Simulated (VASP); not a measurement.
An input for Quantum ESPRESSO's pw.x (written as the equivalent of a VASP run, and not itself run):

```
&CONTROL
  calculation = 'scf'
  pseudo_dir = './pseudo'
  outdir = './out'
  tprnfor = .true.
  tstress = .true.
/
&SYSTEM
  ibrav = 0
  nat = 3
  ntyp = 2
  ecutwfc = 84
  occupations = 'tetrahedra'
  input_dft = 'rpbe'
/
&ELECTRONS
  conv_thr = 7.3e-09
  electron_maxstep = 100
/
ATOMIC_SPECIES
  Ti 47.867 Ti.upf
  B 10.810 B.upf
CELL_PARAMETERS angstrom
     1.5241527   -2.6399099    0.0000000
     1.5241527    2.6399099   -0.0000000
    -0.0000000    0.0000000    3.2512447
ATOMIC_POSITIONS crystal
  Ti   0.0000000  0.0000000  0.0000000
  B    0.3333330  0.6666670  0.5000000
  B    0.6666670  0.3333330  0.5000000
K_POINTS automatic
  13 13 11 0 0 0
```

Task: Translate this input to VASP (INCAR, KPOINTS, POSCAR, choice of POTCAR).

Result: Several could match; the one computed here: 
**KPOINTS**
```
Automatic mesh
0
Gamma
13 13 11
0 0 0
```

File POSCAR:
```
TiB2
1
    1.5241526644    -2.6399098804     0.0000000000
    1.5241526644     2.6399098804    -0.0000000000
   -0.0000000000     0.0000000000     3.2512446658
Ti B
1 2
Direct
  0.0000000000   0.0000000000   0.0000000000
  0.3333330000   0.6666670000   0.5000000000
  0.6666670000   0.3333330000   0.5000000000
```

### INCAR
```
SYSTEM = TiB2
PREC = Accurate; ENCUT = 520; LREAL = .False.
LASPH = .True.
EDIFF = 1E-7; NELM = 100; ALGO = Normal
LMAXMIX = 4
ISMEAR = -5
GGA = RP
ISIF = 2
LWAVE = .False.; LCHARG = .True.; LORBIT = 11
NEDOS = 601
LEFG = .True.
```

POTCAR, in this order: Ti_sv B (PBE.64 set). Program: vasp_std.

What does not carry over: the potentials are each code's own (VASP's PAW set, PseudoDojo norm-conserving files in pw.x), so ENCUT and ecutwfc are chosen apart and not converted; conv_thr bounds pw.x's estimated SCF error, while EDIFF bounds the energy change between steps; the field gradients of LEFG aren't asked of the other code.

The compound is TiB2 in the AlB2 type structure. It was relaxed first.
